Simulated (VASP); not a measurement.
Method: PBE GGA, VASP's PBE PAW potentials (set 64) (plane waves; VASP).

Input for VASP

### INCAR
```
GGA = PE   # PBE
EDIFF = 1E-6
ISIF = 2   # forces and stress, cell fixed
LASPH = .TRUE.   # aspherical one-centre terms
ALGO = Normal   # blocked Davidson
NELM = 100   # most electronic steps
ISMEAR = 1
LCHARG = .FALSE.
LWAVE = .FALSE.
LMAXMIX = 6   # l cut-off of mixed one-centre charges
ENCUT = 400   # plane-wave cut-off (eV)
PREC = Accurate
SYSTEM = Hf
SIGMA = 0.1
LREAL = .FALSE.
```

### POSCAR
```
Hf
1
    1.6269000000    -2.8178730000     0.0000000000
    1.6269000000     2.8178730000     0.0000000000
    0.0000000000     0.0000000000     5.1510000000
Hf
2
Direct
  0.3333330000   0.6666670000   0.2500000000
  0.6666670000   0.3333330000   0.7500000000
```

**KPOINTS**
```
Automatic mesh
0
Gamma
7 7 4
0 0 0
```

POTCAR, in this order: Hf_pv (PBE.64 set). Program: vasp_std.

Gaps are read on the run's mesh, which can miss a band edge. Unless said otherwise, spin-orbit coupling is left out, though it shifts the bands of the heavy elements here.

Q: What does the run give for the energy per atom (σ→0), pressure, band gap (on the k-mesh)?

A: 
```yaml
energy per atom (σ→0): -9.907 eV/atom
band gap (on the k-mesh): none (metal, semimetal or under 0.01 eV)
pressure: -5.01 GPa
```

OSZICAR:
```
...
DAV:   6    -0.200230615058E+02    0.57512E+00   -0.57711E-01   732   0.572E+00    0.371E+01
DAV:   7    -0.198247359255E+02    0.19833E+00   -0.98036E-01   714   0.711E+00    0.208E+00
DAV:   8    -0.198127004657E+02    0.12035E-01   -0.67922E-02   732   0.196E+00    0.255E-01
DAV:   9    -0.198127969314E+02   -0.96466E-04   -0.13168E-03   936   0.297E-01    0.219E-01
DAV:  10    -0.198127813135E+02    0.15618E-04   -0.50929E-05   764   0.564E-02    0.233E-01
DAV:  11    -0.198127851019E+02   -0.37884E-05   -0.58660E-06   852   0.208E-02    0.142E-02
DAV:  12    -0.198127854866E+02   -0.38470E-06   -0.56394E-07   552   0.599E-03
   1 F= -.19812785E+02 E0= -.19813887E+02  d E =0.330383E-02
```

The compound is Hf in the hcp structure. The cell was not relaxed at this level. The k-mesh is coarse (spacing up to 0.32 per Å, 2π included), so the numbers may not be converged in it. The run is one of a series of settings (KPOINTS 7×7×4 Γ-centred mesh against the base run), some of them coarse on purpose.
